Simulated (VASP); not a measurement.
All values below come from LDA (Ceperley-Alder, Perdew-Zunger), VASP's LDA PAW potentials (set 64) (plane waves; VASP 6.6.1).

VASP input:

**KPOINTS**
```
Automatic mesh
0
Gamma
11 11 6
0 0 0
```

POSCAR:
```
SiC
1
    1.5292397210    -2.6487206551     0.0000000000
    1.5292397210     2.6487206551     0.0000000000
    0.0000000000     0.0000000000     5.0166904340
Si C
2 2
Direct
  0.6666670000   0.3333330000   0.4996425423
  0.3333330000   0.6666670000   0.9996425423
  0.6666670000   0.3333330000   0.8753574577
  0.3333330000   0.6666670000   0.3753574577
```

### INCAR
```
ALGO=Normal
CSHIFT=0.1
EDIFF=1E-7
ENCUT=520
ISMEAR=0
LASPH=T
LCHARG=F
LOPTICS=T
LREAL=F
LWAVE=F
NBANDS=36
NEDOS=1001
NELM=100
PREC=Accurate
SIGMA=0.01
SYSTEM=SiC
```

POTCAR, in this order: Si C (LDA.64 set). Program: vasp_std.

The run wrote:

OUTCAR:
```
 ion  position               nearest neighbor table
   1  0.667  0.333  0.500-   4 1.87   4 1.87   4 1.87   3 1.88   2 3.07   2 3.07   2 3.07   2 3.07
                             2 3.07   2 3.07
   2  0.333  0.667  1.000-   3 1.87   3 1.87   3 1.87   4 1.88   1 3.07   1 3.07   1 3.07   1 3.07
                             1 3.07   1 3.07
   3  0.667  0.333  0.875-   2 1.87   2 1.87   2 1.87   1 1.88
   4  0.333  0.667  0.375-   1 1.87   1 1.87   1 1.87   2 1.88
  LATTYP: Found a hexagonal cell.
 ALAT       =     3.0584792353
 C/A-ratio  =     1.6402564961
 Subroutine PRICEL returns:
 Original cell was already a primitive cell.
 Subroutine GETGRP returns: Found 12 space group operations
The static configuration has the point symmetry C_3v.
 The point group associated with its full space group is C_6v.
The dynamic configuration has the point symmetry C_3v.
 Subroutine INISYM returns: Found 12 space group operations
 Subroutine IBZKPT returns following result:
 Found     64 irreducible k-points:

 Following reciprocal coordinates:
            Coordinates               Weight
  0.000000  0.000000  0.000000      1.000000
  0.090909 -0.000000  0.000000      6.000000
  0.181818  0.000000  0.000000      6.000000
  0.272727  0.000000  0.000000      6.000000
  0.363636  0.000000  0.000000      6.000000
  0.454545  0.000000  0.000000      6.000000
  0.090909  0.090909  0.000000      6.000000
  0.181818  0.090909  0.000000     12.000000
  0.272727  0.090909  0.000000     12.000000
  0.363636  0.090909  0.000000     12.000000
  0.454545  0.090909  0.000000      6.000000
  0.181818  0.181818  0.000000      6.000000
  0.272727  0.181818  0.000000     12.000000
  0.363636  0.181818  0.000000     12.000000
  0.272727  0.272727  0.000000      6.000000
  0.363636  0.272727  0.000000      6.000000
  0.000000  0.000000  0.166667      2.000000
  0.090909 -0.000000  0.166667     12.000000
  0.181818  0.000000  0.166667     12.000000
  0.272727  0.000000  0.166667     12.000000
  0.363636  0.000000  0.166667     12.000000
  0.454545  0.000000  0.166667     12.000000
  0.090909  0.090909  0.166667     12.000000
  0.181818  0.090909  0.166667     24.000000
  0.272727  0.090909  0.166667     24.000000
  0.363636  0.090909  0.166667     24.000000
  0.454545  0.090909  0.166667     12.000000
  0.181818  0.181818  0.166667     12.000000
  0.272727  0.181818  0.166667     24.000000
  0.363636  0.181818  0.166667     24.000000
  0.272727  0.272727  0.166667     12.000000
  0.363636  0.272727  0.166667     12.000000
  0.000000  0.000000  0.333333      2.000000
  0.090909 -0.000000  0.333333     12.000000
  0.181818  0.000000  0.333333     12.000000
  0.272727  0.000000  0.333333     12.000000
  0.363636  0.000000  0.333333     12.000000
  0.454545  0.000000  0.333333     12.000000
  0.090909  0.090909  0.333333     12.000000
  0.181818  0.090909  0.333333     24.000000
   k-points           NKPTS =     64   k-points in BZ     NKDIM =     64   number of bands    NBANDS=     36
   number of dos      NEDOS =   1001   number of ions     NIONS =      4
   total plane-waves  NPLWV =  23040
   dimension x,y,z NGX =    24 NGY =   24 NGZ =   40
   dimension x,y,z NGXF=    48 NGYF=   48 NGZF=   80
   ions per type =               2   2
   PREC   = accura    normal or accurate (medium, high low for compatibility)
   ISTART =      0    job   : 0-new  1-cont  2-samecut
   ICHARG =      2    charge: 1-file 2-atom 10-const
   ISPIN  =      1    spin polarized calculation?
   LNONCOLLINEAR =      F non collinear calculations
   LSORBIT =      F    spin-orbit coupling
   INIWAV =      1    electr: 0-lowe 1-rand  2-diag
...
```

OSZICAR:
```
       N       E                     dE             d eps       ncg     rms          rms(c)
DAV:   1     0.206567527658E+02    0.20657E+02   -0.60364E+03  4608   0.401E+02
DAV:   2    -0.358579720375E+02   -0.56515E+02   -0.53393E+02  5620   0.105E+02
DAV:   3    -0.374673654406E+02   -0.16094E+01   -0.15886E+01  5684   0.138E+01
DAV:   4    -0.374729997625E+02   -0.56343E-02   -0.56334E-02  5508   0.952E-01
DAV:   5    -0.374730169852E+02   -0.17223E-04   -0.17223E-04  5484   0.532E-02    0.131E+01
DAV:   6    -0.334494345171E+02    0.40236E+01   -0.83846E-01  5148   0.733E+00    0.533E+00
DAV:   7    -0.333195925385E+02    0.12984E+00   -0.71869E-01  5684   0.291E+00    0.270E+00
DAV:   8    -0.332778341075E+02    0.41758E-01   -0.19941E-02  5364   0.647E-01    0.298E-01
DAV:   9    -0.332759706511E+02    0.18635E-02   -0.15496E-03  5340   0.215E-01    0.122E-01
DAV:  10    -0.332759820858E+02   -0.11435E-04   -0.24498E-04  5376   0.503E-02    0.595E-02
DAV:  11    -0.332759803354E+02    0.17504E-05   -0.48368E-06  5492   0.838E-03    0.264E-02
DAV:  12    -0.332759800497E+02    0.28568E-06   -0.86181E-07  5136   0.355E-03    0.362E-03
DAV:  13    -0.332759799039E+02    0.14584E-06   -0.77910E-08  5064   0.162E-03    0.117E-03
DAV:  14    -0.332759799098E+02   -0.59663E-08   -0.21648E-08  2908   0.501E-04
   1 F= -.33275980E+02 E0= -.33275980E+02  d E =-.317452E-23
 imaginary and real dielectric function
```

OUTCAR:
```
------------------------ aborting loop because EDIFF is reached ----------------------------------------
  FORCE on cell =-STRESS in cart. coord.  units (eV):
  Direction    XX          YY          ZZ          XY          YZ          ZX
  --------------------------------------------------------------------------------------
  Total       -0.0190070     -0.0190070      0.0817499      0.0000000      0.0000000      0.0000000
  in kB       -0.7493179     -0.7493178      3.2228407      0.0000000      0.0000000      0.0000000
  external PRESSURE =       0.5747350 kB  Pullay stress =       0.0000000 kB
  volume of cell :       40.64
      direct lattice vectors                 reciprocal lattice vectors
     1.529239721 -2.648720655  0.000000000     0.326959857 -0.188770378  0.000000000
     1.529239721  2.648720655  0.000000000     0.326959857  0.188770378  0.000000000
     0.000000000  0.000000000  5.016690434     0.000000000  0.000000000  0.199334604
  FREE ENERGIE OF THE ION-ELECTRON SYSTEM (eV)
  ---------------------------------------------------
  free  energy   TOTEN  =       -33.2759799098 eV

  energy  without entropy=      -33.2759799098  energy(sigma->0) =      -33.27597991

 plasma frequency squared (from intraband transitions) (eV^2)
  --------------------------------------------------------------------------------------
       0.000      -0.000       0.000
      -0.000       0.000      -0.000
       0.000      -0.000       0.000

 plasma frequency squared (from interband transitions, int dw w eps(2)(w)) (eV^2)
  --------------------------------------------------------------------------------------
     467.486       0.000       0.000       0.000      -0.000      -0.000
       0.000      -0.000     467.486       0.000      -0.000       0.000
      -0.000       0.000      -0.000      -0.000     467.328       0.000
```
(Selected blocks of OUTCAR.)

The compound is SiC in the wurtzite structure, the rare 2H polytype. It was relaxed first.
